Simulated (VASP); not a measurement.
Input:

```yaml
crystal:
  lattice:
    - [3.98000, 0.00000, 0.00000]
    - [-1.99000, 3.44678, 0.00000]
    - [0.00000, 0.00000, 5.63000]
  atoms:
    - { symbol: Ir, position: [0.00000, 0.00000, 0.00000] }
    - { symbol: Ir, position: [0.00000, 0.00000, 0.50000] }
    - { symbol: Sn, position: [0.33333, 0.66667, 0.25000] }
    - { symbol: Sn, position: [0.66667, 0.33333, 0.75000] }
```

Method: LDA (Ceperley-Alder, Perdew-Zunger), VASP's LDA PAW potentials (set 64) (plane waves; VASP). Settings: 300 eV cut-off, 11×11×7 Γ-centred mesh, Gaussian smearing of 0.14 eV, potentials Ir Sn_d.

**Question.** Give the energies of bands 13 to 26 at the high-symmetry points, in eV from the Fermi level.

**Answer.** 
```json
[
 {"band": "13", "Γ": "-5.87", "M": "-6.13", "K": "-6.29", "A": "-3.21", "L": "-5.33", "H": "-4.50"},
 {"band": "14", "Γ": "-4.23", "M": "-4.20", "K": "-4.58", "A": "-3.21", "L": "-5.33", "H": "-4.50"},
 {"band": "15", "Γ": "-4.23", "M": "-3.94", "K": "-4.58", "A": "-3.21", "L": "-3.19", "H": "-4.25"},
 {"band": "16", "Γ": "-4.22", "M": "-3.78", "K": "-2.97", "A": "-3.21", "L": "-3.19", "H": "-4.25"},
 {"band": "17", "Γ": "-2.72", "M": "-1.72", "K": "-2.97", "A": "-3.15", "L": "-2.97", "H": "-3.02"},
 {"band": "18", "Γ": "-2.72", "M": "-1.70", "K": "-2.83", "A": "-3.15", "L": "-2.97", "H": "-3.02"},
 {"band": "19", "Γ": "-1.90", "M": "-1.69", "K": "-1.19", "A": "-1.92", "L": "-1.56", "H": "-1.86"},
 {"band": "20", "Γ": "-1.90", "M": "-1.48", "K": "-1.19", "A": "-1.92", "L": "-1.56", "H": "-1.86"},
 {"band": "21", "Γ": "-0.49", "M": "-1.27", "K": "-0.96", "A": "-1.92", "L": "-1.40", "H": "-1.81"},
 {"band": "22", "Γ": "-0.49", "M": "-0.87", "K": "-0.62", "A": "-1.92", "L": "-1.40", "H": "-1.81"},
 {"band": "23", "Γ": "2.63", "M": "-0.72", "K": "-0.62", "A": "1.57", "L": "-1.24", "H": "0.20"},
 {"band": "24", "Γ": "2.85", "M": "-0.56", "K": "-0.52", "A": "1.57", "L": "-1.24", "H": "0.20"},
 {"band": "25", "Γ": "2.85", "M": "-0.43", "K": "1.71", "A": "5.45", "L": "2.88", "H": "0.37"},
 {"band": "26", "Γ": "4.91", "M": "2.86", "K": "1.71", "A": "5.45", "L": "2.88", "H": "0.37"}
]
```

It has no gap at this level: it comes out as a metal or semimetal.

The structure comes from a measured SnIr entry of the Crystallography Open Database, whose conditions weren't checked. The cell was not relaxed at this level.
